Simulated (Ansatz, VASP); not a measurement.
**Two plane-wave programs on ZnC2H6**

```
CELL_PARAMETERS angstrom
14.00000 0.00000 0.00000
0.00000 14.50000 0.00000
0.00000 0.00000 15.61931
ATOMIC_POSITIONS crystal
Zn 0.49955 0.49991 0.49964
C 0.49957 0.49986 0.62317
C 0.49956 0.49995 0.37612
H 0.42632 0.49958 0.64851
H 0.53645 0.43874 0.64847
H 0.53595 0.56125 0.64851
H 0.57283 0.50015 0.35080
H 0.46312 0.43860 0.35077
H 0.46277 0.56111 0.35080
```

Alike in both runs: functional PBE; dispersion D3(BJ); k mesh 1 × 1 × 1; occupations gaussian, width 0.005 eV; no spin polarisation.

Ansatz relaxed the structure, and its values are those at the end. VASP's run is a single point on that final structure, the one shown.

|  | VASP | Ansatz |
| --- | --- | --- |
| version | VASP 6.6.1 | Ansatz 0.2.0 |
| potentials or method | VASP PAW PBE potentials, release 64 (Zn, C, H) | scalar-relativistic, plane waves, PAW |
| plane-wave cutoff (eV) | 520 | 420 |
| valence electrons in the cell | 26 | 26 |

|  | VASP | Ansatz | Ansatz less VASP |
| --- | --- | --- | --- |
| gap on the k mesh at the Fermi level (eV) | 5.21 | 5.22 | +0.006 |
| least direct gap on the mesh (eV) | 5.21 | 5.22 | +0.006 |
| rms of the force components (eV/Å) | 0.015 | 0.000 | -0.0148 |

A hybrid or GW would open this gap; PBE tends to underestimate it.
